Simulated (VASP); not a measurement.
Input for VASP

POSCAR:
```
Na2S
1.0
  0.0000000000   3.0740824480   3.0740824480
  3.0740824480   0.0000000000   3.0740824480
  3.0740824480   3.0740824480   0.0000000000
Na S
2 1
Cart
  1.5370412240   1.5370412240   1.5370412240
  4.6111236720   4.6111236720   4.6111236720
  0.0000000000   0.0000000000   0.0000000000
```

KPOINTS:
```
Automatic mesh
0
Gamma
6 6 6
0 0 0
```

### INCAR
```
ALGO = Normal
EDIFF = 1E-6
EDIFFG = -0.02
ENCUT = 500
IBRION = 2
ISIF = 3
ISMEAR = 0
LASPH = .True.
LCHARG = .False.
LREAL = .False.
LWAVE = .False.
NELM = 100
NSW = 40
PREC = Accurate
PSTRESS = 50
SIGMA = 0.05
SYSTEM = Na2S
```

POTCAR, in this order: Na_pv S (LDA.64 set). Program: vasp_std.

Question: Translate this LDA calculation to Ansatz.

Answer: One equivalent input (not run):
Ansatz 0.2 input:
```yaml
crystal:
  lattice:
    - [0.0000000, 3.0740824, 3.0740824]
    - [3.0740824, 0.0000000, 3.0740824]
    - [3.0740824, 3.0740824, 0.0000000]
  atoms:
    - { symbol: Na, position: [0.2500000, 0.2500000, 0.2500000] }
    - { symbol: Na, position: [0.7500000, 0.7500000, 0.7500000] }
    - { symbol: S, position: [0.0000000, 0.0000000, 0.0000000] }
kpoints:
  mp_grid: { grid: [6, 6, 6] }
hamiltonian:
  xc: lda
  pseudopotentials: { kind: paw }
scf:
  occupations: { method: gaussian, width: 0.05 }
  max_iter: 100
relax:
  max_steps: 40
  f_tol: 0.02
  cell: { p_target: 5 }
output: { forces: true, stress: true, eigenvalues: true }
```
Limits of the translation: each code has its own PAW files, so the cut-off isn't converted (ENCUT is set for VASP's; basis.ecutwfc is left out, and Ansatz then takes the one that its files recommend); Ansatz stops its SCF on the density residual and VASP on the energy change (EDIFF); Ansatz's lda is the Perdew-Wang form, while the LDA potentials of VASP carry Perdew-Zunger's.

The compound is Na2S in the antifluorite structure. It was relaxed first under an external pressure of 5 GPa.
